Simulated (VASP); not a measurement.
Given:

```
SnO
1.0
    3.83612     0.00000     0.00000
    0.00000     3.83612     0.00000
    0.00000     0.00000     4.78730
Sn O
2 2
Direct
  0.50000   0.00000   0.75756
  0.00000   0.50000   0.24244
  0.50000   0.50000   0.00000
  0.00000   0.00000   0.00000
```

Level of theory: optB86b-vdW, VASP's PBE PAW potentials (set 64) (plane waves; VASP). Numerical set-up: 520 eV cut-off, Gaussian smearing of 0.050 eV, potentials Sn_d O.

Unless said otherwise, spin-orbit coupling is left out, though it shifts the bands of the heavy elements here.

### Question
Give the energies of bands 14 to 23 at the high-symmetry points, in eV from the valence-band maximum.

### Answer

| band | Γ | X | M | Z | R | A |
|---|---|---|---|---|---|---|
| 14 | -6.68 | -7.33 | -8.86 | -5.89 | -7.49 | -8.73 |
| 15 | -6.02 | -4.76 | -4.88 | -5.89 | -5.26 | -5.39 |
| 16 | -6.02 | -4.76 | -4.88 | -3.36 | -5.26 | -5.39 |
| 17 | -3.28 | -4.62 | -2.34 | -3.04 | -4.58 | -2.71 |
| 18 | -2.99 | -4.62 | -2.34 | -3.01 | -4.58 | -2.71 |
| 19 | -2.99 | -2.62 | -1.87 | -3.01 | -1.65 | -2.34 |
| 20 | -0.01 | -2.62 | -1.87 | -2.05 | -1.65 | -2.34 |
| 21 | 2.18 | 3.28 | 0.10 | 1.73 | 2.71 | 2.41 |
| 22 | 4.57 | 3.28 | 0.10 | 2.87 | 2.71 | 2.41 |
| 23 | 4.57 | 5.80 | 4.58 | 2.87 | 5.30 | 4.21 |

The gap is indirect, 0.10 eV, from the valence maximum at M-Γ at 0.89 to the conduction minimum at M.

Measured: gap 0.70 eV (computed value off by -0.60 eV), as given by David Waroquiers et al., Physical Review B (2013), arXiv:1302.6756.

The compound is SnO in the litharge structure. It was relaxed first.
